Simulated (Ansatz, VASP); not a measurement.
## ScAlSe3 in two plane-wave programs

Aim: how closely do two programs agree when they are given the same cell, functional and k mesh? The cell is generated by rule, not measured, and may not be a known phase. The two relaxations start from unlike cells of this crystal (the structure described is Ansatz's start), so only their ends are compared.

Calculated with Ansatz 0.2.0; plane waves, with VASP 6.6.1 beside it; relaxation of cell and atoms at PBE.

The structure was built from a prototype and need not be the compound's stable phase.

## Step 1: Starting point

Symmetry: P4mm, No. 99, tetragonal system. Conventional cell: a = 4.862 Å, b = 4.862 Å, c = 4.862 Å, α = 90.00°, β = 90.00°, γ = 90.00°. Nearest to Sc lie 8 Se at 2.94 to 3.49 Å. Nearest to Al lie 6 Se at 2.37 to 2.49 Å. Nearest to Se lie 2 Al at 2.44 Å and 2 Sc at 2.94 Å. Se has 2 Al at 2.37 to 2.49 Å and 4 Sc at 3.49 Å nearest. Farther neighbours and most contacts between anions are not listed.

## Step 2: Ansatz: relaxation of cell and atoms, PBE

Ansatz runs on its PAW soft_1 files.

The relaxed volume is the usual yardstick between codes: in a stiff, nearly cubic crystal its relative difference is about their pressure difference at one cell divided by the bulk modulus.

Input file input.yaml:

```yaml
crystal:
  lattice:
    - [4.8618479548, 0.0, 0.0]
    - [0.0, 4.8618479548, 0.0]
    - [0.0, 0.0, 4.8618479548]
  atoms:
    - { symbol: Sc, position: [0.0, -0.1234098651, 0.0] }
    - { symbol: Al, position: [0.5, 0.4892853055, 0.5] }
    - { symbol: Se, position: [0.5, 0.5364535851, 0.0] }
    - { symbol: Se, position: [0.5, 0.0010073219, 0.5] }
    - { symbol: Se, position: [0.0, 0.5364535851, 0.5] }
kpoints:
  mp_grid: { grid: [8, 8, 8] }
hamiltonian:
  xc: pbe
  pseudopotentials: { kind: paw, azcp: { folder: soft_1 } }
scf:
  occupations: { method: methfessel_paxton, width: 0.2 }
output:
  forces: true
  stress: true
  eigenvalues: true
relax:
  adjacent_minimum: "off"
  f_tol: 0.002
  max_steps: 120
  cell: { stress_tol: 0.03 }
```

Run with:

```console
$ ansatz run input.yaml --threads 4 --pin off --max-ram 16384MiB --backend cpu --events-out ev --progress --plain --runs-dir out
```

Numbers of over 12 decimals in the logs are rounded to 6 here.

Log:

```text
Engine: ansatz 0.2.0, aarch64-unknown-linux-gnu
Pseudopotentials: kind: paw
Pseudopotential: Sc, paw, valence charge 11, recommended cutoff 420 eV (normal), soft_1/Sc.paw.azcp
Pseudopotential: Al, paw, valence charge 3, recommended cutoff 420 eV (normal), soft_1/Al.paw.azcp
Pseudopotential: Se, paw, valence charge 16, recommended cutoff 420 eV (normal), soft_1/Se.paw.azcp
Functional definition: PBE
  parameter kappa = 0.804
  parameter beta = 0.066725
  exchange = pbe_x(kappa = kappa, mu = beta*pi^2/3)
  correlation = pbe_c(beta = beta)
Crystal: 5 atoms, lattice volume = 114.922 Å³
Basis set: ecut = 420 eV, 2301 PW (Γ), exchange–correlation on 72×72×72 points (8 copies of the dense FFT grid, shifted against one another)
Bands: 38, of which v1, the nominal top of the filled ones, is band 31 counted from 1 (30 counted from 0)
Symmetry: 8 space group operations
Space group: P4mm (ITA 99), of the structure as read, at distance tolerance 4.9e-5 Å
k-points: 75 of 512 (time reversal used)
Non-local potential: Sc, projectors of the file, l = 0: 3, l = 1: 2, l = 2: 3, l = 3: 1
Non-local potential: Al, projectors of the file, l = 0: 2, l = 1: 2, l = 2: 1
Non-local potential: Se, projectors of the file, l = 0: 2, l = 1: 2, l = 2: 3, l = 3: 1
PAW form: soft (Blöchl's): semilocal exchange-correlation on the pseudo side does not see the compensation charge
PAW one-centre angular grid: Sc, 590 points (default); XC on 64 Gauss nodes
PAW one-centre angular grid: Al, 110 points (default); XC on 64 Gauss nodes
PAW one-centre angular grid: Se, 590 points (default); XC on 64 Gauss nodes
Initial density: superposition of atomic densities (chi_scale 0.1, normalization cell, long waves kept (reshape's long-wave potential 0.01 eV rms))
Initial wavefunctions: pseudopotential atomic-orbital guess
Functional: x = pbe(κ = 0.804, μ = 0.219515), c = pbe(β = 0.066725)
SCF iter   1: F=—  HF=-19085.421089 eV  |F-HF|=—  |Δ(HF+E_count)|=         —  Δρ=9.94e-2  dr2=2.39e1  ethr=3.10e-3  ⟨swp⟩=6.0  Hψ=10918  notcnv=0
preconditioner: auto → Kerker (q_TF=auto, 2.462 Å⁻¹)  [metal: Δε(μ)=0.003 eV  Ē_g=6.490 eV  σ=0.200 eV  W_gap=0.01  n_scr=26 (ndim 8)  ℏωp=17.0 eV  f_vac=0.000  D(μ)=7.17/eV (n_scr^D=80)]
SCF iter   2: F=—  HF=-19084.377799 eV  |F-HF|=—  |Δ(HF+E_count)|=    1.04e0  S|Δr|=    0.00e0  Δρ=4.96e-2  dr2=6.37e0  ethr=3.10e-3  ⟨swp⟩=2.0  Hψ=3845  notcnv=0  defer=22
SCF iter   3: F=—  HF=-19083.880968 eV  |F-HF|=—  |Δ(HF+E_count)|=   4.97e-1  S|Δr|=    0.00e0  Δρ=1.81e-2  dr2=9.22e-1  ethr=3.10e-3  ⟨swp⟩=2.0  Hψ=3282  notcnv=0  defer=22
SCF iter   4: F=—  HF=-19083.798024 eV  |F-HF|=—  |Δ(HF+E_count)|=   8.29e-2  S|Δr|=    0.00e0  Δρ=7.77e-3  dr2=1.54e-1  ethr=1.49e-3  ⟨swp⟩=2.0  Hψ=3355  notcnv=0  defer=21
SCF iter   5: F=—  HF=-19083.788937 eV  |F-HF|=—  |Δ(HF+E_count)|=   9.09e-3  S|Δr|=    0.00e0  Δρ=1.87e-3  dr2=7.25e-3  ethr=2.49e-4  ⟨swp⟩=1.6  Hψ=3060  notcnv=0  defer=21
SCF iter   6: F=—  HF=-19083.789325 eV  |F-HF|=—  |Δ(HF+E_count)|=   3.89e-4  S|Δr|=    0.00e0  Δρ=7.85e-4  dr2=1.53e-3  ethr=1.17e-5  ⟨swp⟩=2.0  Hψ=3723  notcnv=0  defer=21
SCF iter   7: F=—  HF=-19083.789133 eV  |F-HF|=—  |Δ(HF+E_count)|=   1.93e-4  S|Δr|=    0.00e0  Δρ=3.92e-4  dr2=3.54e-4  ethr=2.47e-6  ⟨swp⟩=2.0  Hψ=3862  notcnv=0  defer=21
SCF iter   8: F=—  HF=-19083.789103 eV  |F-HF|=—  |Δ(HF+E_count)|=   2.99e-5  S|Δr|=    0.00e0  Δρ=8.97e-5  dr2=1.56e-5  ethr=5.71e-7  ⟨swp⟩=2.5  Hψ=3916  notcnv=0  defer=21
SCF iter   9: F=—  HF=-19083.789066 eV  |F-HF|=—  |Δ(HF+E_count)|=   3.72e-5  S|Δr|=    0.00e0  Δρ=1.62e-5  dr2=7.84e-7  ethr=2.52e-8  ⟨swp⟩=2.0  Hψ=3789  notcnv=0  defer=23
SCF iter  10: F=—  HF=-19083.789066 eV  |F-HF|=—  |Δ(HF+E_count)|=   4.24e-8  S|Δr|=    0.00e0  Δρ=7.70e-6  dr2=1.52e-7  ethr=1.61e-10  ⟨swp⟩=8.1  Hψ=12990  notcnv=0
SCF iter  11: F=-19083.789066 eV  HF=-19083.789066 eV  |F-HF|=2.54e-9  |Δ(HF+E_count)|=   3.34e-8  S|Δr|=    0.00e0  Δρ=3.25e-6  dr2=2.17e-8  ethr=1.61e-10  ⟨swp⟩=4.2  Hψ=10185  notcnv=0
SCF 1 converged in 11 iterations: F = -19083.789066 eV  dr2 = 2.17e-8
  greatest PAW one-centre occupation: 1.000 electrons in one spin orbital (limit 2), on the Se atom at site 3 (counted from 0), in its partial waves of l = 2
relax step   1: F+E_penalty+E_count = -19083.78906562 eV  Δ(F+E_penalty+E_count) = +0.000e0 eV  max|allowed force component| = 1.216e0 eV/Å  Δτ_max = 0.0000 Å  P = +1.969 GPa  Ω = 114.922 Å³  (11 SCF iters, dr2 threshold 1.00e-7 eV, accepted)
[...]
relax step  17: F+E_penalty+E_count = -19085.17057598 eV  Δ(F+E_penalty+E_count) = -2.472e-5 eV  max|allowed force component| = 1.813e-4 eV/Å  Δτ_max = 0.0010 Å  P = +0.000 GPa  Ω = 130.254 Å³  energy of the carried Pulay correction = -1.086e-4 eV  (12 SCF iters, accepted)
[...]
relax step  18: F+E_penalty+E_count = -19085.17068437 eV  Δ(F+E_penalty+E_count) = -1.084e-4 eV  max|allowed force component| = 1.821e-4 eV/Å  Δτ_max = 0.0000 Å  P = -0.000 GPa  Ω = 130.254 Å³  stress off target by 4.90e-4 GPa  SCF on the basis re-selected at this cell (its energy is not comparable with the rows above)  (9 SCF iters)
basis re-selected at this cell: Δ(F+E_penalty+E_count) = -1.084e-4 eV, ΔP = -0.001 GPa vs the last step (what re-selecting the basis moved, of the pressure what is left beyond the Pulay correction that the steps carried, after the strain that the cell walked since its last selection, with what the two solves' SCF thresholds leave and, on support functions, any second-order correction that the steps lacked; it is no m [...]
SCF converged after 9 iterations
Stability not checked: this state was not tested for a lower state beside it, because cold or Methfessel-Paxton smearing, or corrected tetrahedra, fill the levels in a way that the test cannot read (fill_not_monotonic; see scf.lower_state_search)
Free energy (F): -19085.170684 eV
Harris-Foulkes:  -19085.170684 eV  (|F-HF|=2.55e-11)
Internal energy: -19085.170948 eV  (E = F + TS)
E sigma→0 (E₀):  -19085.170750 eV
Entropy (-TS):   0.000263 eV (0.053 meV/atom)
Fermi energy:    6.821617 eV
Step filling:    the computed levels leave a gap of 0.0016 eV = 0.0 smearing widths at the electron count; against every level under it full and every level over it empty, smearing changes F+E_penalty+E_count by -0.362 meV and its σ→0 estimate by -0.428 meV
--- Per-component energies (eV) ---
  E_band       = -1405.709623
  E_kinetic    = 563.148467
  E_local      = -10176.118637  (includes V_loc(G=0)·N_el)
  E_nonlocal   = -912.160277
  E_hartree    = 5133.370332
  E_xc         = -380.032981
  E_vxc        = -407.341659  (∫ρ·V_xc dr)
  E_paw        = -7849.611772  (= ΣΔE_a)
  E_vpaw       = -739.977051  (= ΣTr[D̂ρ^β])
  E_aug_tail   = -0.001096  (compensation charges beyond the density's cutoff)
  E_ewald      = -5463.764983
  E_smearing   = 0.000263  (= −TS)
  E_closure    = -0.000000  (closes the sum)
  Σ components = -19085.170684   (vs F -19085.170684, Δ=0.00e0)
--- Forces (eV/Å), atoms counted from 1 ---
  atom   1  Sc    -0.00000000     0.00005081     0.00000000
  atom   2  Al    -0.00000000    -0.00018173     0.00000000
  atom   3  Se     0.00000000     0.00001798    -0.00000000
  atom   4  Se    -0.00000000     0.00009663     0.00000000
  atom   5  Se    -0.00000000     0.00001798     0.00000000
  max |Σ_I F_I| component: 1.67e-6 eV/Å
--- Stress (GPa, compression-positive) ---
       -0.000490      -0.000000       0.000000
       -0.000000       0.000037       0.000000
        0.000000       0.000000      -0.000490
  P = ⅓ Tr σ = -0.0003 GPa (-0.003 kbar)
--- Band table (eV; the first three rows and the last of 75) ---
  k-point 0: bands = [... 27 lower, 5.0845, 5.3581, 6.0361, 6.0361, 6.5244, 7.7660, 8.2272, 8.4555, ... 3 higher]
  k-point 1: bands = [... 27 lower, 4.9624, 5.3463, 5.5005, 5.8912, 6.9052, 7.8247, 8.4235, 8.6343, ... 3 higher]
  k-point 2: bands = [... 27 lower, 4.5987, 4.8017, 5.2962, 5.7173, 7.3889, 7.9425, 8.3847, 8.8400, ... 3 higher]
  k-point 74: bands = [... 27 lower, 5.4995, 5.4995, 6.0703, 6.7996, 7.2981, 7.8888, 8.4712, 8.6016, ... 3 higher]
--- Relaxed structure (16 steps of the walk, 14 accepted, 2 SCFs on fresh bases) ---
  F+E_penalty+E_count = -19085.17068437 eV   max|allowed force component| = 1.821e-4 eV/Å   (the final SCF, on the basis selected at the relaxed cell)
  cell:  # Å, volume = 130.2539 Å³
    - [4.587660, 0, 0]
    - [0, 6.188828, 0.0]
    - [0, 0.0, 4.587660]
  atoms:
    - { symbol: Sc, position: [0, -0.178848, 0] }
    - { symbol: Al, position: [0.500000, 0.414604, 0.500000] }
    - { symbol: Se, position: [0.500000, 0.584535, 0.0] }
    - { symbol: Se, position: [0.500000, 0.034965, 0.500000] }
    - { symbol: Se, position: [0, 0.584535, 0.500000] }
```

In the SCF lines HF is the Harris–Foulkes energy and dr2 the Hartree energy of the density residual, in eV; the loop may stop once dr2 is under the threshold and the program's other checks hold. Hψ counts applications of the Hamiltonian.

## Step 3: VASP: relaxation of cell and atoms, PBE

Its own start cell and the same functional, mesh and smearing now go to VASP, with its own data sets.

Lines of VASP's logs that name or quote its potential files are left out, and so is its time.

Input file INCAR:

```
SYSTEM = ScAlSe3
PREC = Accurate
ENCUT = 500
EDIFF = 1E-07
NELM = 120
ISMEAR = 1
SIGMA = 0.2
LREAL = .FALSE.
ALGO = Normal
GGA = PE
NBANDS = 22
LASPH = .TRUE.
LORBIT = 11
LWAVE = .FALSE.
LCHARG = .FALSE.
ISIF = 3
IBRION = 2
NSW = 80
EDIFFG = -0.005
GGA_COMPAT = .FALSE.
NELMIN = 4
KPAR = 2
```

Input file POSCAR:

```
ScAlSe3
1.0
    4.5905771808      0.0000000000      0.0000000000
    0.0000000000      6.1843805848      0.0000000000
    0.0000000000      0.0000000000      4.5905771808
Sc Al Se
1 1 3
Direct
    0.0000000000      0.8217282904      0.0000000000
    0.5000000000      0.4146354242      0.5000000000
    0.5000000000      0.5844113615      0.0000000000
    0.5000000000      0.0346035352      0.5000000000
    0.0000000000      0.5844113615      0.5000000000
```

Input file KPOINTS:

```
Automatic mesh
0
Gamma
8 8 8
0 0 0
```

The projector-augmented-wave data sets are Sc_sv, Al and Se (PBE family, release 64).

Run with:

```console
$ mpirun -np 2 vasp_std
```

Log:

```text
[banner, memory and clock lines left out]
running    2 mpi-ranks, on    1 nodes
 distrk:  each k-point on    1 cores,    2 groups
 distr:  one band on    1 cores,    1 groups

 POSCAR found type information on POSCAR ScAlSe
 POSCAR found :  3 types and       5 ions
 LDA part: xc-table for (Slater+PW92), standard interpolation
 POSCAR, INCAR and KPOINTS ok, starting setup
 FFT: planning ... GRIDC
 FFT: planning ... GRID_SOFT
 FFT: planning ... GRID
 WAVECAR not read
 entering main loop
       N       E                     dE             d eps       ncg     rms          rms(c)
DAV:   1     0.295300096795E+03    0.29530E+03   -0.13307E+04  3332   0.124E+03
DAV:   2     0.939347118961E+01   -0.28591E+03   -0.27613E+03  3546   0.352E+02
DAV:   3    -0.265209233783E+02   -0.35914E+02   -0.33896E+02  5194   0.110E+02
DAV:   4    -0.282144569569E+02   -0.16935E+01   -0.16826E+01  4656   0.252E+01
DAV:   5    -0.282657963054E+02   -0.51339E-01   -0.51296E-01  4400   0.460E+00    0.884E+00
DAV:   6    -0.251003266206E+02    0.31655E+01   -0.82929E+00  5298   0.244E+01    0.402E+00
DAV:   7    -0.250930005092E+02    0.73261E-02   -0.84139E-01  3924   0.434E+00    0.245E+00
DAV:   8    -0.250744764987E+02    0.18524E-01   -0.94711E-02  4938   0.249E+00    0.330E-01
DAV:   9    -0.250766840698E+02   -0.22076E-02   -0.12270E-02  4774   0.109E+00    0.213E-01
DAV:  10    -0.250776400042E+02   -0.95593E-03   -0.37017E-03  4912   0.809E-01    0.159E-01
DAV:  11    -0.250784924350E+02   -0.85243E-03   -0.39319E-03  4758   0.880E-01    0.130E-01
DAV:  12    -0.250781044395E+02    0.38800E-03   -0.84633E-04  4858   0.417E-01    0.285E-02
DAV:  13    -0.250782240733E+02   -0.11963E-03   -0.25397E-04  4470   0.127E-01    0.231E-02
DAV:  14    -0.250782284960E+02   -0.44226E-05   -0.52364E-05  4746   0.915E-02    0.818E-03
DAV:  15    -0.250782331110E+02   -0.46151E-05   -0.13030E-05  3998   0.318E-02    0.302E-03
DAV:  16    -0.250782336307E+02   -0.51967E-06   -0.11176E-06  4778   0.660E-03    0.198E-03
DAV:  17    -0.250782337959E+02   -0.16516E-06   -0.52250E-07  4052   0.851E-03    0.108E-03
DAV:  18    -0.250782337656E+02    0.30241E-07   -0.45964E-08  2902   0.336E-03
   1 F= -.25078234E+02 E0= -.25078319E+02  d E =-.250782E+02
[...]
2 F= -.25078255E+02 E0= -.25078340E+02  d E =-.210563E-04
[...]
3 F= -.25078255E+02 E0= -.25078340E+02  d E =-.215362E-04
 curvature:  -0.55 expect dE=-0.111E-04 dE for cont linesearch -0.120E-06
 trial: gam= 0.63558 g(F)=  0.133E-04 g(S)=  0.706E-05 ort =-0.284E-05 (trialstep = 0.107E+01)
 search vector abs. value=  0.314E-04
 bond charge predicted
       N       E                     dE             d eps       ncg     rms          rms(c)
DAV:   1    -0.250782761772E+02   -0.20807E-04   -0.16622E-03  3676   0.527E-01    0.249E-02
DAV:   2    -0.250782722434E+02    0.39338E-05   -0.10926E-04  4662   0.854E-02    0.141E-02
DAV:   3    -0.250782672152E+02    0.50283E-05   -0.10640E-05  4900   0.276E-02    0.438E-03
DAV:   4    -0.250782671062E+02    0.10897E-06   -0.15604E-06  4362   0.103E-02    0.199E-03
DAV:   5    -0.250782671037E+02    0.25216E-08   -0.20726E-07  3122   0.461E-03
   4 F= -.25078267E+02 E0= -.25078350E+02  d E =-.118018E-04
 trial-energy change:   -0.000012  1 .order   -0.000011   -0.000020   -0.000003
 step:   1.2218(harm=  1.2496)  dis= 0.00080  next Energy=   -25.078267 (dE=-0.120E-04)
 reached required accuracy - stopping structural energy minimisation
```

[end of part 1 of 2]

[Lines on the potential files, build, host, timing and source positions are cut from VASP's logs without a mark.]

[Logs are printed without paths, hosts, clocks, repeated set-up lines and the standing remarks that a program may print on its own settings, such as how far it seeks lower states.]

[Hosts, paths, dates, database ids (printed as entryN), source tags and the programs' standing remarks are cut or masked in the printed files.]
